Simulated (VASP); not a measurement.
These are PBEsol GGA, VASP's PBE PAW potentials (set 64) (plane waves; VASP) values and carry that method's errors.

Input for VASP

### KPOINTS
```
Automatic mesh
0
Gamma
8 8 6
0 0 0
```

**INCAR**
```
SYSTEM = NiSb
PREC = Accurate
ENCUT = 400
EDIFF = 1E-6
NELM = 100
ALGO = Normal
LREAL = .FALSE.
LASPH = .TRUE.
ISMEAR = 1
SIGMA = 0.1
GGA = PS
LMAXMIX = 4
LWAVE = .FALSE.
LCHARG = .FALSE.
IBRION = 2
ISIF = 3
NSW = 60
EDIFFG = -0.02
```

File POSCAR:
```
NiSb
1
    1.9539188743    -3.3842869246    -0.0000000000
    1.9539188743     3.3842869246     0.0000000000
    0.0000000000     0.0000000000     5.1024880831
Ni Sb
2 2
Direct
  0.0000000000   0.0000000000   0.5000000000
  0.0000000000   0.0000000000   0.0000000000
  0.3333330000   0.6666670000   0.2500000000
  0.6666670000   0.3333330000   0.7500000000
```

POTCAR, in this order: Ni Sb (PBE.64 set). Program: vasp_std.

Output

### OSZICAR
```
       N       E                     dE             d eps       ncg     rms          rms(c)
DAV:   1     0.149929880863E+03    0.14993E+03   -0.10690E+04  1536   0.134E+03
DAV:   2    -0.161613443207E+02   -0.16609E+03   -0.16130E+03  1523   0.298E+02
DAV:   3    -0.242061727107E+02   -0.80448E+01   -0.77770E+01  1794   0.797E+01
DAV:   4    -0.244372931929E+02   -0.23112E+00   -0.22916E+00  1738   0.130E+01
DAV:   5    -0.244440848488E+02   -0.67917E-02   -0.67894E-02  1779   0.237E+00    0.145E+01
DAV:   6    -0.275656051290E+02   -0.31215E+01   -0.44130E+01  1663   0.120E+02    0.188E+01
DAV:   7    -0.226936735277E+02    0.48719E+01   -0.15659E+01  1643   0.833E+01    0.415E+00
DAV:   8    -0.227410636097E+02   -0.47390E-01   -0.18508E+00  2061   0.128E+01    0.267E+00
DAV:   9    -0.226785771317E+02    0.62486E-01   -0.24864E-01  1727   0.868E+00    0.630E-01
DAV:  10    -0.226790746500E+02   -0.49752E-03   -0.76577E-03  1616   0.833E-01    0.498E-01
DAV:  11    -0.226784344370E+02    0.64021E-03   -0.61364E-04  1665   0.228E-01    0.148E-01
DAV:  12    -0.226781855741E+02    0.24886E-03   -0.69590E-04  2049   0.469E-01    0.405E-02
DAV:  13    -0.226781904751E+02   -0.49010E-05   -0.70456E-05  1595   0.582E-02    0.384E-02
DAV:  14    -0.226781899484E+02    0.52666E-06   -0.31261E-06  1435   0.183E-02
   1 F= -.22678190E+02 E0= -.22678224E+02  d E =-.226782E+02
       N       E                     dE             d eps       ncg     rms          rms(c)
DAV:   1    -0.226866347116E+02   -0.84442E-02   -0.13265E-01  1675   0.467E+00    0.763E-01
DAV:   2    -0.226931597438E+02   -0.65250E-02   -0.11243E-01  1654   0.650E+00    0.966E-01
DAV:   3    -0.226796770135E+02    0.13483E-01   -0.50340E-02  1657   0.453E+00    0.201E-01
DAV:   4    -0.226791543516E+02    0.52266E-03   -0.32155E-03  1608   0.508E-01    0.670E-02
DAV:   5    -0.226791045756E+02    0.49776E-04   -0.26012E-04  1836   0.270E-01    0.288E-02
DAV:   6    -0.226791028441E+02    0.17316E-05   -0.31245E-05  1607   0.709E-02    0.194E-02
DAV:   7    -0.226790982153E+02    0.46287E-05   -0.13758E-05  1902   0.680E-02    0.435E-03
DAV:   8    -0.226790982268E+02   -0.11430E-07   -0.13545E-06   772   0.931E-03
   2 F= -.22679098E+02 E0= -.22679081E+02  d E =-.908278E-03
       N       E                     dE             d eps       ncg     rms          rms(c)
DAV:   1    -0.226791320323E+02   -0.33817E-04   -0.46106E-04  1675   0.282E-01    0.450E-02
DAV:   2    -0.226791551434E+02   -0.23111E-04   -0.38950E-04  1651   0.383E-01    0.563E-02
DAV:   3    -0.226791084703E+02    0.46673E-04   -0.17257E-04  1654   0.264E-01    0.119E-02
DAV:   4    -0.226791069289E+02    0.15414E-05   -0.10660E-05  1617   0.303E-02    0.372E-03
DAV:   5    -0.226791067495E+02    0.17945E-06   -0.81467E-07   769   0.165E-02
   3 F= -.22679107E+02 E0= -.22679086E+02  d E =-.916801E-03
       N       E                     dE             d eps       ncg     rms          rms(c)
DAV:   1    -0.226792117898E+02   -0.10486E-03   -0.18243E-03  1675   0.551E-01    0.896E-02
DAV:   2    -0.226793025981E+02   -0.90808E-04   -0.15616E-03  1654   0.766E-01    0.113E-01
DAV:   3    -0.226791162422E+02    0.18636E-03   -0.69179E-04  1654   0.529E-01    0.235E-02
DAV:   4    -0.226791094278E+02    0.68144E-05   -0.42998E-05  1611   0.602E-02    0.755E-03
DAV:   5    -0.226791087404E+02    0.68735E-06   -0.35717E-06  1310   0.326E-02
   4 F= -.22679109E+02 E0= -.22679082E+02  d E =-.918792E-03
       N       E                     dE             d eps       ncg     rms          rms(c)
DAV:   1    -0.226791308644E+02   -0.21437E-04   -0.36485E-04  1675   0.242E-01    0.390E-02
DAV:   2    -0.226791459237E+02   -0.15059E-04   -0.28633E-04  1660   0.329E-01    0.483E-02
DAV:   3    -0.226791121997E+02    0.33724E-04   -0.12792E-04  1657   0.227E-01    0.107E-02
DAV:   4    -0.226791103645E+02    0.18352E-05   -0.81913E-06  1600   0.277E-02    0.323E-03
DAV:   5    -0.226791102376E+02    0.12693E-06   -0.62935E-07   769   0.144E-02
   5 F= -.22679110E+02 E0= -.22679086E+02  d E =-.920289E-03
       N       E                     dE             d eps       ncg     rms          rms(c)
DAV:   1    -0.226823446927E+02   -0.32343E-02   -0.37234E-02  1693   0.295E+00    0.515E-01
DAV:   2    -0.226871999301E+02   -0.48552E-02   -0.63945E-02  1695   0.492E+00    0.749E-01
DAV:   3    -0.226792743262E+02    0.79256E-02   -0.28729E-02  1664   0.339E+00    0.960E-02
DAV:   4    -0.226791953754E+02    0.78951E-04   -0.95446E-04  1589   0.237E-01    0.398E-02
DAV:   5    -0.226791750213E+02    0.20354E-04   -0.62847E-05  1905   0.139E-01    0.131E-02
DAV:   6    -0.226791752395E+02   -0.21820E-06   -0.92127E-06  2127   0.251E-02
   6 F= -.22679175E+02 E0= -.22679181E+02  d E =-.650019E-04
```

**OUTCAR**
```
------------------------ aborting loop because EDIFF is reached ----------------------------------------
  FORCE on cell =-STRESS in cart. coord.  units (eV):
  Direction    XX          YY          ZZ          XY          YZ          ZX
  --------------------------------------------------------------------------------------
  Total       -0.0325416     -0.0325416     -0.0034697      0.0000000     -0.0000000     -0.0000000
  in kB       -0.7739074     -0.7739075     -0.0825167      0.0000000     -0.0000000     -0.0000000
  external PRESSURE =      -0.5434439 kB  Pullay stress =       0.0000000 kB
  volume of cell :       67.37
      direct lattice vectors                 reciprocal lattice vectors
     1.957478494 -3.390452368 -0.000000000     0.255430648 -0.147472946 -0.000000000
     1.957478494  3.390452368 -0.000000000     0.255430648  0.147472946  0.000000000
     0.000000000 -0.000000000  5.075471191     0.000000000  0.000000000  0.197026042
 POSITION                                       TOTAL-FORCE (eV/Angst)
 -----------------------------------------------------------------------------------
      0.00000     -0.00000      2.53774        -0.000000     -0.000000      0.000000
      0.00000      0.00000      0.00000        -0.000000     -0.000000      0.000000
      1.95748      1.13015      1.26887         0.000000      0.000000      0.000000
      1.95748     -1.13015      3.80660        -0.000000      0.000000      0.000000
 -----------------------------------------------------------------------------------
    total drift:                                0.000000      0.000000      0.000000
  FREE ENERGIE OF THE ION-ELECTRON SYSTEM (eV)
  ---------------------------------------------------
  free  energy   TOTEN  =       -22.6791752395 eV

  energy  without entropy=      -22.6791916651  energy(sigma->0) =      -22.67918071

 reached required accuracy - stopping structural energy minimisation
```
(Selected blocks of OUTCAR.)

### CONTCAR
```
NiSb
   1.00000000000000
     1.9574784942619528   -3.3904523681072130   -0.0000000000000000
     1.9574784942619528    3.3904523681072130   -0.0000000000000000
     0.0000000000000000   -0.0000000000000000    5.0754711914934694
  Ni              Sb
     2     2
Direct
     0.0000000000000000    0.0000000000000000    0.5000000000000000
     0.0000000000000000    0.0000000000000000    0.0000000000000000
     0.3333330000000032    0.6666669999999968    0.2500000000000000
     0.6666669999999968    0.3333330000000032    0.7500000000000000
```

The compound is NiSb in the NiAs type structure. This run relaxes it. Symmetry was kept, so distortions that lower it aren't found. The start is the result of an earlier pass. The run is not spin-polarised, so no magnetic state was tried.
